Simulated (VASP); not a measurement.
An input for Quantum ESPRESSO's pw.x (written as the equivalent of a VASP run, and not itself run):

```
&CONTROL
  calculation = 'vc-relax'
  pseudo_dir = './pseudo'
  outdir = './out'
  tprnfor = .true.
  tstress = .true.
  nstep = 60
  forc_conv_thr = 0.00039
/
&SYSTEM
  ibrav = 0
  nat = 2
  ntyp = 2
  ecutwfc = 98
  occupations = 'smearing'
  smearing = 'methfessel-paxton'
  degauss = 0.00735
  input_dft = 'vdw-df-obk8'
/
&ELECTRONS
  conv_thr = 7.3e-08
  electron_maxstep = 100
/
&IONS
/
&CELL
/
ATOMIC_SPECIES
  Al 26.982 Al.upf
  Ni 58.693 Ni.upf
CELL_PARAMETERS angstrom
     2.8900000    0.0000000    0.0000000
     0.0000000    2.8900000    0.0000000
     0.0000000    0.0000000    2.8900000
ATOMIC_POSITIONS crystal
  Al   0.5000000  0.5000000  0.5000000
  Ni   0.0000000  0.0000000  0.0000000
K_POINTS automatic
  11 11 11 0 0 0
```

Q: Write the VASP files for the same calculation (optB88-vdW).

A: One answer among several that fit: 
INCAR:
```
# general
SYSTEM    =  NiAl
PREC      =  Accurate
ENCUT     =  520
LREAL     =  .False.   # projection in real space or not
LASPH     =  .True.   # aspherical one-centre terms

# electronic loop
EDIFF     =  1E-6   # SCF stop (eV)
NELM      =  100   # most electronic steps
ALGO      =  Normal   # blocked Davidson
LMAXMIX   =  4   # l cut-off of mixed one-centre charges

# smearing
ISMEAR    =  1
SIGMA     =  0.1   # width (eV)

# functional
GGA       =  BO
LUSE_VDW  =  .True.
AGGAC     =  0.0
PARAM1    =  0.1833333333
PARAM2    =  0.22

# ions
IBRION    =  2
NSW       =  60
ISIF      =  3   # ions, shape and volume
EDIFFG    =  -0.01   # ionic stop

# output
LWAVE     =  .False.
LCHARG    =  .False.
```

**KPOINTS**
```
Automatic mesh
0
G
11 11 11
```

### POSCAR
```
NiAl
1
    2.8900000000     0.0000000000     0.0000000000
    0.0000000000     2.8900000000     0.0000000000
    0.0000000000     0.0000000000     2.8900000000
Al Ni
1 1
Direct
  0.5000000000   0.5000000000   0.5000000000
  0.0000000000   0.0000000000   0.0000000000
```

POTCAR, in this order: Al Ni (PBE.64 set). Program: vasp_std.

The two are equivalent in intent, not identical: the potentials are each code's own (VASP's PAW set, PseudoDojo norm-conserving files in pw.x), so ENCUT and ecutwfc are chosen apart and not converted; conv_thr bounds pw.x's estimated SCF error, while EDIFF bounds the energy change between steps; forc_conv_thr acts on force components and is met together with etot_conv_thr.

The compound is NiAl in the CsCl type structure. This run relaxes it. Symmetry was kept, so distortions that lower it aren't found.
